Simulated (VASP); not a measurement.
An input for Ansatz (written as the equivalent of a VASP run, and not itself run):

Ansatz 0.2 input:
```yaml
crystal:
  lattice:
    - [0.0000000, 3.7989650, 3.7989650]
    - [3.7989650, 0.0000000, 3.7989650]
    - [3.7989650, 3.7989650, 0.0000000]
  atoms:
    - { symbol: Y, position: [0.0000000, 0.0000000, 0.0000000] }
    - { symbol: Sb, position: [0.2500000, 0.2500000, 0.2500000] }
kpoints:
  mp_grid: { grid: [8, 8, 8] }
hamiltonian:
  xc: pbesol
  pseudopotentials: { kind: paw }
scf:
  occupations: { method: methfessel_paxton, width: 0.1 }
  max_iter: 100
relax:
  max_steps: 60
  f_tol: 0.01
  cell: {}
output: { forces: true, stress: true, eigenvalues: true }
```

### Question
Translate this input to VASP (INCAR, KPOINTS, POSCAR, choice of POTCAR).

### Answer
One answer among several that fit: 
POSCAR:
```
YSb
1
    0.0000000000     3.7989650000     3.7989650000
    3.7989650000     0.0000000000     3.7989650000
    3.7989650000     3.7989650000     0.0000000000
Y Sb
1 1
Direct
  0.0000000000   0.0000000000   0.0000000000
  0.2500000000   0.2500000000   0.2500000000
```

**INCAR**
```
ALGO = Normal
EDIFF = 1E-6
EDIFFG = -0.01
ENCUT = 400
GGA = PS
IBRION = 2
ISIF = 3
ISMEAR = 1
LASPH = T
LCHARG = F
LMAXMIX = 4
LREAL = F
LWAVE = F
NELM = 100
NSW = 60
PREC = Accurate
SIGMA = 0.1
SYSTEM = YSb
```

KPOINTS:
```
K-points
0
Gamma
8 8 8
0 0 0
```

POTCAR, in this order: Y_sv Sb (PBE.64 set). Program: vasp_std.

Limits of the translation: each code has its own PAW files, so the cut-off isn't converted (ENCUT is set for VASP's; basis.ecutwfc is left out, and Ansatz then takes the one that its files recommend); Ansatz stops its SCF on the density residual and VASP on the energy change (EDIFF).

The structure was generated: YSb was put into the zinc blende type (F-43m), which need not be its known phase. This run relaxes it. Symmetry was kept, so distortions that lower it aren't found.
